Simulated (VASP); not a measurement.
```
CELL_PARAMETERS angstrom
      1.75296    -3.03622     0.00000
      1.75296     3.03622     0.00000
      0.00000     0.00000     5.40843
ATOMIC_POSITIONS crystal
  Tm 0.33333 0.66667 0.25000
  Tm 0.66667 0.33333 0.75000
```

All values below come from vdW-DF-cx, VASP's PBE PAW potentials (set 64) (plane waves; VASP). Run with 520 eV cut-off, 11×11×6 Γ-centred mesh, first-order Methfessel-Paxton smearing of 0.10 eV, potentials Tm_3.

The 4f electrons are frozen in the core of the lanthanide potential, so 4f levels, which can set the real gap, and their magnetism are missing.

Question: Predict the energy per atom (σ→0), band gap (on the k-mesh) with the smallest direct gap where there is one.

Answer: 
| Quantity | Value |
|---|---|
| band gap (on the k-mesh) | none (metal, semimetal or under 0.01 eV) |
| energy per atom (σ→0) | -2142 meV/atom |

The absolute energy has meaning only against runs of the same code, potentials and settings.

The compound is Tm in the hcp structure. It was relaxed first. The start is the result of an earlier pass.
